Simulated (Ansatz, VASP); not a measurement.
# Ni (free-standing triangular Ni monolayer, spacing 2.778 A): VASP beside Ansatz

Wanted: the spread between two codes on one cell, functional and k mesh. The cell is taken from a series of runs on this material, whose earlier steps may have relaxed, scaled, displaced or heated it; both programs get it as it stands.

Program: Ansatz 0.2.0. Level of theory: plane waves, with VASP 6.6.1 beside it; single point at PBEsol. Results are calculated unless marked as measured.

## Step 1: Set-up

The cell holds 1 atom: 1 Ni. Its edges and angles: a = 2.778 Å, b = 2.778 Å, c = 14.000 Å, α = 90.0°, β = 90.0°, γ = 120.0°. As first built, before any earlier steps moved the atoms (in the runner's words): model lattice. Vacuum lies along c.

## Step 2: Ansatz: single point, PBEsol

Ansatz runs on its PAW soft_1 files.

A single point gives forces, pressure and levels at one fixed geometry, so differences don't come from the geometry; what else differs is listed under the comparison.

input.yaml

```yaml
crystal:
  lattice:
    - [2.778, 0.0, 0.0]
    - [-1.389, 2.405819, 0.0]
    - [0.0, 0.0, 14.0]
  atoms:
    - { symbol: Ni, position: [0.0, 0.0, 0.5], spin: 0.98 }
magnetization:
  spin_polarized: true
kpoints:
  mp_grid: { grid: [22, 22, 1] }
hamiltonian:
  xc: pbesol
  pseudopotentials: { kind: paw, azcp: { folder: soft_1 }, xc_functional: pbe }
scf:
  occupations: { method: fermi_dirac, width: 0.1 }
  max_iter: 120
  convergence: { dr2_threshold: 1.0e-08 }
  lower_state_search: "off"
basis:
  ecutwfc: 420.0
checkpoint:
  read: start
  write: ck
  compress: false
  write_wavefunctions: false
  write_every: 100000
```

Started as:

```sh
> ansatz run input.yaml --threads 4 --pin off --max-ram 8192MiB --backend cpu --events-out ev --progress --plain --runs-dir out
```

Numbers of over 12 decimals in the logs are rounded to 6 here.

Output:

```text
Warning: checkpoint.read: spin seed differs: saved <digest>, current <digest>; the loaded state replaces the seed-built initial guess (but the starting_ns of a DFT+U solve that opens without the state's occupation matrices), so the run may converge into the producing seed's basin, or, where the symmetry group that follows from this deck's starting moments and starting_ns does not hold the saved magnetisation, lose th [...]
Engine: ansatz 0.2.0, aarch64-unknown-linux-gnu
Pseudopotentials: kind: paw
Pseudopotential: Ni, paw, valence charge 18, recommended cutoff 420 eV (normal), soft_1/Ni.paw.azcp
Functional definition: PBEsol
  exchange = pbesol_x
  correlation = pbesol_c
Crystal: 1 atoms, lattice volume = 93.567 Å³
Basis set: ecut = 420 eV, 1847 PW (Γ)
Bands: 14, of which v1, the nominal top of the filled ones, is band 9 counted from 1 (8 counted from 0)
Symmetry: 24 space group operations
Space group: P6/mmm (ITA 191), of the structure as read, at distance tolerance 4.5e-5 Å
Magnetic group: BNS 191.233 (UNI 1463), of the structure as read, at distance tolerance 4.5e-5 Å
k-points: 52 of 484
Non-local potential: Ni, projectors of the file, l = 0: 3, l = 1: 2, l = 2: 3, l = 3: 1
PAW form: soft (Blöchl's): semilocal exchange-correlation on the pseudo side does not see the compensation charge
PAW frozen core: Ni, regenerated for the run's functional, and the local potential with it (the file was generated under x = pbe(κ = 0.804, μ = 0.219515), c = pbe(β = 0.066725))
PAW one-centre angular grid: Ni, 590 points (default); XC on 64 Gauss nodes
Initial density: read from a saved state, or passed on in memory by an earlier SCF of this step, an earlier step, the calling program or the single point that the run made first
Stability of the state it starts from, as read at its close in the collinear treatment: not read negative (Ritz values of 1 − χ₀K, real part plus size of imaginary part, from 0.30 to 0.33, by its mixing steps under the symmetry group of the SCF that read it); its run was given moments
Starting moments: Σ|m| = 0.98 μB on 1 of 1 site; this step starts from the density that it was given
Initial wavefunctions: pseudopotential atomic-orbital guess
Functional: x = pbesol(κ = 0.804, μ = 0.123457), c = pbesol(β = 0.046)
iter 1 solved again at ethr=5.55e-6 eV; its pass at ethr=3.10e-3 eV (dr2=1.00e-3 eV) is discarded
SCF iter   1: F=—  HF=-5802.722204 eV  |F-HF|=—  |Δ(HF+E_count)|=         —  Δρ=8.72e-4 (↑8.16e-5 ↓8.72e-4)  dr2=4.82e-4  dr2_m=1.65e-4  M=0.918 μB ∫|m|=1.046 μB  β_m=0.30  ethr=5.55e-6  ⟨swp⟩=2.2  Hψ=10870  notcnv=0
preconditioner: auto → LDOS  [metal: Δε(μ)=0.007 eV  Ē_g=7.385 eV  σ=0.100 eV  W_gap=0.02  n_scr=8 (ndim 8)  ℏωp=12.1 eV  f_vac=0.726  D(μ)=3.77/eV (n_scr^D=30)]
spin=Collinear: LDOS preconditioning applied to the charge; magnetization (m = ρ↑ − ρ↓) channel mixes plain (no charge-response kernel on spin).
SCF iter   2: F=—  HF=-5802.722184 eV  |F-HF|=—  |Δ(HF+E_count)|=   1.95e-5  Δρ=4.39e-4 (↑1.50e-4 ↓4.39e-4)  dr2=7.98e-5  dr2_m=7.07e-5  M=0.920 μB ∫|m|=1.046 μB  β_m=0.46  ethr=2.68e-6  ⟨swp⟩=1.9  Hψ=1793  notcnv=0
SCF iter   3: F=—  HF=-5802.722224 eV  |F-HF|=—  |Δ(HF+E_count)|=   4.02e-5  Δρ=2.76e-4 (↑6.70e-5 ↓2.76e-4)  dr2=3.92e-5  dr2_m=2.38e-5  M=0.921 μB ∫|m|=1.044 μB  β_m=0.57  ethr=4.44e-7  ⟨swp⟩=1.6  Hψ=1631  notcnv=0
SCF iter   4: F=—  HF=-5802.722241 eV  |F-HF|=—  |Δ(HF+E_count)|=   1.71e-5  Δρ=5.71e-5 (↑5.71e-5 ↓5.45e-5)  dr2=6.47e-7  dr2_m=2.40e-6  M=0.922 μB ∫|m|=1.043 μB  β_m=0.64  ethr=2.18e-7  ⟨swp⟩=1.5  Hψ=1740  notcnv=0
SCF iter   5: F=—  HF=-5802.722226 eV  |F-HF|=—  |Δ(HF+E_count)|=   1.54e-5  Δρ=3.58e-5 (↑2.24e-5 ↓3.58e-5)  dr2=1.59e-6  dr2_m=2.18e-7  M=0.923 μB ∫|m|=1.042 μB  β_m=0.71  ethr=3.60e-9  ⟨swp⟩=2.3  Hψ=2293  notcnv=0
SCF iter   6: F=—  HF=-5802.722226 eV  |F-HF|=—  |Δ(HF+E_count)|=   1.41e-7  Δρ=8.33e-6 (↑5.34e-6 ↓8.33e-6)  dr2=1.02e-7  dr2_m=9.51e-9  M=0.922 μB ∫|m|=1.042 μB  β_m=0.73  ethr=3.60e-9  ⟨swp⟩=1.6  Hψ=1725  notcnv=0
iter 7 met the thresholds in force, and the SCF goes on: an eigenvalue changes by 0.86 meV, over its tolerance of 0.16 meV (output.eigenvalues, Limitations)
SCF iter   7: F=-5802.722226 eV  HF=-5802.722226 eV  |F-HF|=2.80e-9  |Δ(HF+E_count)|=   9.39e-8  Δρ=9.43e-7 (↑4.38e-7 ↓9.43e-7)  dr2=1.72e-10  dr2_m=2.92e-10  M=0.922 μB ∫|m|=1.042 μB  β_m=0.87  ethr=5.56e-11  ⟨swp⟩=1.5  Hψ=3760  notcnv=0
SCF iter   8: F=-5802.722226 eV  HF=-5802.722226 eV  |F-HF|=2.38e-10  |Δ(HF+E_count)|=   2.96e-9  Δρ=4.85e-7 (↑9.27e-8 ↓4.85e-7)  dr2=2.90e-11  dr2_m=6.02e-11  M=0.922 μB ∫|m|=1.042 μB  ethr=1.00e-12  ⟨swp⟩=1.0  Hψ=4354  notcnv=0
SCF 1 converged in 8 iterations: F = -5802.722226 eV  dr2 = 2.90e-11
  greatest PAW one-centre occupation: 1.001 electrons in one spin orbital (limit 2), on the Ni atom at site 0 (counted from 0), in its partial waves of l = 1
SCF converged after 8 iterations
an eigenvalue changed by more than its tolerance at an iteration that met the thresholds in force, so the SCF went on 1 time: the last check found none over its tolerance
Magnetization: 0.9224 μB (9.4612 up, 8.5388 down)
Absolute magnetization: 1.0422 μB (∫|ρ↑−ρ↓|, with the PAW one-centre terms)
Spin contamination: 0.0224 ħ² per cell (⟨S²⟩ above its minimum at these occupations)
Per-site moments (μB) at R_I (Å): [(0.975947, 1.145925)]
Free energy (F): -5802.722226 eV
Harris-Foulkes:  -5802.722226 eV  (|F-HF|=2.38e-10)
Internal energy: -5802.603063 eV  (E = F + TS)
E sigma→0 (E₀):  -5802.662645 eV
Entropy (-TS):   -0.119163 eV (-119.163 meV/atom)
Fermi energy:    -2.445668 eV
--- Per-component energies (eV) ---
  E_band       = -637.137869
  E_kinetic    = 333.191819
  E_local      = -11626.407243  (includes V_loc(G=0)·N_el)
  E_nonlocal   = -109.484762
  E_hartree    = 5755.150138
  E_xc         = -106.998243
  E_vxc        = -138.434988  (∫ρ·V_xc dr)
  E_paw        = -1627.308888  (= ΣΔE_a)
  E_vpaw       = -606.303879  (= ΣTr[D̂ρ^β])
  E_aug_tail   = 0.000872  (compensation charges beyond the density's cutoff)
  E_ewald      = 1579.055955
  E_core_change = 0.197289  (= ΣΔE_core)
  E_smearing   = -0.119163  (= −TS)
  E_closure    = -0.000000  (closes the sum)
  Σ components = -5802.722226   (vs F -5802.722226, Δ=0.00e0)
```

## Step 3: VASP: single point, PBEsol

The same cell, functional, mesh and smearing now go to VASP, with its own data sets.

Lines of VASP's logs that name or quote its potential files are left out, and so is its time.

INCAR

```
SYSTEM = Ni
PREC = Accurate
ENCUT = 520
EDIFF = 1E-06
NELM = 200
ISMEAR = -1
SIGMA = 0.1
LREAL = .FALSE.
ALGO = Normal
GGA = PS
NBANDS = 12
ISPIN = 2
MAGMOM = 0.98
LASPH = .TRUE.
LMAXMIX = 4
LORBIT = 11
LWAVE = .FALSE.
LCHARG = .FALSE.
ISIF = 2
GGA_COMPAT = .FALSE.
```

POSCAR

```
Ni
1.0
    2.7780000000      0.0000000000      0.0000000000
   -1.3890000000      2.4058190000      0.0000000000
    0.0000000000      0.0000000000     14.0000000000
Ni
1
Direct
    0.0000000000      0.0000000000      0.5000000000
```

KPOINTS

```
Automatic mesh
0
Gamma
22 22 1
0 0 0
```

The projector-augmented-wave data sets are Ni (PBE family, release 64).

Started as:

```sh
> mpirun -np 1 vasp_std
```

Output:

```text
[banner, memory and clock lines left out]
running    1 mpi-ranks, on    1 nodes
 distrk:  each k-point on    1 cores,    1 groups
 distr:  one band on    1 cores,    1 groups

 POSCAR found type information on POSCAR Ni
 POSCAR found :  1 types and       1 ions
|                                                                             |
|               ----> ADVICE to this user running VASP <----                  |
|                                                                             |
|     You enforced a specific xc type in the INCAR file but a different       |
|     [... a line on the potential file left out ...]
|     I HOPE YOU KNOW WHAT YOU ARE DOING!                                     |
|                                                                             |

 LDA part: xc-table for (Slater+PW92), standard interpolation
 POSCAR, INCAR and KPOINTS ok, starting setup
 FFT: planning ... GRIDC
 FFT: planning ... GRID_SOFT
 FFT: planning ... GRID
 WAVECAR not read
 entering main loop
       N       E                     dE             d eps       ncg     rms          rms(c)
DAV:   1     0.403435083324E+02    0.40344E+02   -0.34855E+03  2496   0.613E+02
DAV:   2    -0.336455623852E+01   -0.43708E+02   -0.41305E+02  2716   0.139E+02
DAV:   3    -0.450954028008E+01   -0.11450E+01   -0.11408E+01  2916   0.265E+01
DAV:   4    -0.452197963843E+01   -0.12439E-01   -0.12438E-01  3228   0.319E+00
DAV:   5    -0.452216358071E+01   -0.18394E-03   -0.18394E-03  2860   0.286E-01    0.786E+00
DAV:   6    -0.503921452435E+01   -0.51705E+00   -0.25117E+01  2996   0.536E+01    0.122E+01
DAV:   7    -0.392161994032E+01    0.11176E+01   -0.55364E+00  2728   0.242E+01    0.184E+00
DAV:   8    -0.389995704022E+01    0.21663E-01   -0.39121E-01  2608   0.554E+00    0.788E-01
DAV:   9    -0.390197618091E+01   -0.20191E-02   -0.10367E-02  2616   0.804E-01    0.460E-01
DAV:  10    -0.390335623270E+01   -0.13801E-02   -0.73306E-03  2600   0.811E-01    0.181E-01
DAV:  11    -0.390319724416E+01    0.15899E-03   -0.11009E-03  2616   0.284E-01    0.921E-02
DAV:  12    -0.390329237947E+01   -0.95135E-04   -0.14776E-04  2608   0.127E-01    0.428E-02
DAV:  13    -0.390329223633E+01    0.14314E-06   -0.61656E-05  2620   0.638E-02    0.338E-02
DAV:  14    -0.390330312362E+01   -0.10887E-04   -0.25280E-05  2560   0.415E-02    0.222E-02
[...]
DAV:  19    -0.390335554381E+01   -0.24990E-04   -0.22092E-06  2684   0.135E-02    0.506E-03
DAV:  20    -0.390339208870E+01   -0.36545E-04   -0.36432E-06  2664   0.138E-02    0.278E-03
DAV:  21    -0.390339982934E+01   -0.77406E-05   -0.12565E-06  2740   0.702E-03    0.168E-03
DAV:  22    -0.390342422846E+01   -0.24399E-04   -0.10900E-06  2620   0.510E-03    0.119E-03
DAV:  23    -0.390343748203E+01   -0.13254E-04   -0.69853E-07  2592   0.373E-03    0.469E-04
DAV:  24    -0.390344193715E+01   -0.44551E-05   -0.91203E-08  2552   0.127E-03    0.202E-04
DAV:  25    -0.390344319141E+01   -0.12543E-05   -0.21403E-08  2572   0.580E-04    0.150E-04
DAV:  26    -0.390344356381E+01   -0.37241E-06   -0.63135E-09  2520   0.286E-04
   1 F= -.39034436E+01 E0= -.38431850E+01  d E =-.120517E+00  mag=     0.9131
```

From OUTCAR (step 3):

```text
ion  position               nearest neighbor table
   1  0.000  0.000  0.500-

  LATTYP: Found a hexagonal cell.
 ALAT       =     2.7780000000
 C/A-ratio  =     5.0395968323

 Subroutine GETGRP returns: Found 24 space group operations
 (whereof 24 operations were pure point group operations)

The static configuration has the point symmetry D_6h.

 Found     52 irreducible k-points:

   k-points           NKPTS =     52   k-points in BZ     NKDIM =     52   number of bands    NBANDS=     12

   dimension x,y,z NGX =    24 NGY =   24 NGZ =  108
   dimension x,y,z NGXF=    48 NGYF=   48 NGZF=  216

   ENCUT  =  520.0 eV  38.22 Ry    6.18 a.u.   5.17  5.17 26.03*2*pi/ulx,y,z

   NELECT =      10.0000    total number of electrons

 k-points in reciprocal lattice and weights: Automatic mesh
   0.00000000  0.00000000  0.00000000       0.002
   0.04545455  0.00000000  0.00000000       0.012
   0.09090909  0.00000000  0.00000000       0.012
   0.13636364  0.00000000  0.00000000       0.012
   0.18181818  0.00000000  0.00000000       0.012
   0.22727273 -0.00000000  0.00000000       0.012
   0.27272727  0.00000000  0.00000000       0.012
   0.31818182  0.00000000  0.00000000       0.012
   0.36363636  0.00000000  0.00000000       0.012
[...]
0.36363636  0.27272727  0.00000000       0.012
   0.31818182  0.31818182  0.00000000       0.012

 average (electrostatic) potential at core
       1 -93.8915

 E-fermi :  -3.4365

 spin component 1
 k-point     1 :       0.0000    0.0000    0.0000
  band No.  band energies     occupation
    ...
      2      -5.0290      1.00000
      3      -5.0290      1.00000
      4      -4.7959      1.00000
      5      -4.3566      0.99990
      6      -4.3566      0.99990
      7      -1.9165      0.00000
      8       1.4065      0.00000
      9       2.5221      0.00000
     10       2.9021      0.00000
     11       5.9609      0.00000
    ...

 k-point     2 :       0.0455    0.0000    0.0000
  band No.  band energies     occupation
    ...
      2      -5.0408      1.00000
      3      -5.0113      1.00000
      4      -4.7856      1.00000
      5      -4.3929      0.99993
      6      -4.3600      0.99990
      7      -1.8347      0.00000
      8       1.4586      0.00000
      9       2.5780      0.00000
     10       2.9533      0.00000
     11       6.0171      0.00000
    ...

 k-point     3 :       0.0909    0.0000    0.0000
  band No.  band energies     occupation
    ...
      2      -5.0737      1.00000
      3      -4.9593      1.00000
      4      -4.7553      1.00000
      5      -4.4893      0.99997
      6      -4.3698      0.99991
      7      -1.6014      0.00000
      8       1.6151      0.00000
      9       2.7453      0.00000
     10       3.1069      0.00000
     11       6.1853      0.00000
    ...

 k-point     4 :       0.1364    0.0000    0.0000
  band No.  band energies     occupation
    ...
      2      -5.1189      1.00000
      3      -4.8761      1.00000
      4      -4.7071      1.00000
      5      -4.6200      0.99999
      6      -4.3853      0.99992
      7      -1.2405      0.00000
      8       1.8761      0.00000
      9       3.0233      0.00000
     10       3.3633      0.00000
     11       6.4645      0.00000
    ...

 k-point     5 :       0.1818    0.0000    0.0000
  band No.  band energies     occupation
    ...
      2      -5.1568      1.00000
      3      -4.7670      1.00000
      4      -4.7618      1.00000
      5      -4.6438      0.99999
      6      -4.4051      0.99994
      7      -0.7727      0.00000
      8       2.2419      0.00000
      9       3.4105      0.00000
     10       3.7229      0.00000
     11       6.8533      0.00000
    ...

 k-point     6 :       0.2273   -0.0000    0.0000
  band No.  band energies     occupation
    ...
      2      -5.1424      1.00000
      3      -4.8996      1.00000
      4      -4.6394      0.99999
      5      -4.5670      0.99999
      6      -4.4277      0.99995
      7      -0.2103      0.00000
      8       2.7126      0.00000
      9       3.9052      0.00000
     10       4.1854      0.00000
     11       7.3491      0.00000
    ...

  Total       -3.7438594     -3.7438607     -0.0012671     -0.0000000      0.0000000      0.0000000
  in kB      -64.1072108    -64.1072337     -0.0216978     -0.0000000      0.0000000      0.0000000
  external PRESSURE =     -42.7453808 kB  Pullay stress =       0.0000000 kB

  energy-cutoff  :      520.00
  volume of cell :       93.57
      direct lattice vectors                 reciprocal lattice vectors
     2.778000000  0.000000000  0.000000000     0.359971202  0.207829434  0.000000000
    -1.389000000  2.405819000  0.000000000     0.000000000  0.415658867  0.000000000
     0.000000000  0.000000000 14.000000000     0.000000000  0.000000000  0.071428571

 POSITION                                       TOTAL-FORCE (eV/Angst)
 -----------------------------------------------------------------------------------
      0.00000      0.00000      7.00000         0.000000      0.000000      0.000000
 -----------------------------------------------------------------------------------
    total drift:                               -0.000000     -0.000000      0.000000

  FREE ENERGIE OF THE ION-ELECTRON SYSTEM (eV)
  ---------------------------------------------------
  free  energy   TOTEN  =        -3.9034435638 eV

  energy  without entropy=       -3.7829263740  energy(sigma->0) =       -3.84318497

 total charge
# of ion       s       p       d       tot
------------------------------------------
    1        0.413   0.150   8.242   8.805

 magnetization (x)
# of ion       s       p       d       tot
------------------------------------------
    1       -0.004  -0.012   0.969   0.952

[... 6 further parts left out ...]
```

The cell holds one magnetic atom, so no antiferromagnetic order fits into it.

## Step 4: Differences

Known differences besides the potentials themselves: VASP starts from the moments at which Ansatz ended; the data sets hold 18 valence electrons in Ansatz (on its PAW soft_1 files) and 10 in VASP; the cutoff is 420 eV in Ansatz and 520 eV in VASP; Ansatz makes its cores anew for this functional, VASP keeps those of its PBE data sets; site moments are counted in spheres of each program's own size. Total energies have different zeros and are not compared.

The two programs side by side:

```tsv
quantity	Ansatz	VASP	difference
total moment (μB)	0.92	0.91	+0.01
moment on Ni1 (μB)	0.98	0.95	+0.02
```

With vacuum in the cell, a pressure given here is an average over mostly empty space and none of the material.

## Step 5: Summary of results

```yaml
difference_in_total_moment_single_point_pbesol: 0.0093 μB
```

The difference in total moment is 0.0093 μB (single point, PBEsol). The data sets hold unlike numbers of valence electrons (18 in Ansatz and 10 in VASP), so part of the differences comes from the potentials. How closely two codes agree says nothing of how well the functional describes the real material.

[Lines on the potential files, build, host, timing and source positions are cut from VASP's logs without a mark.]

[Logs are printed without paths, hosts, clocks, repeated set-up lines and the standing remarks that a program may print on its own settings, such as how far it seeks lower states.]

[Hosts, paths, dates, database ids (printed as entryN), source tags and the programs' standing remarks are cut or masked in the printed files.]
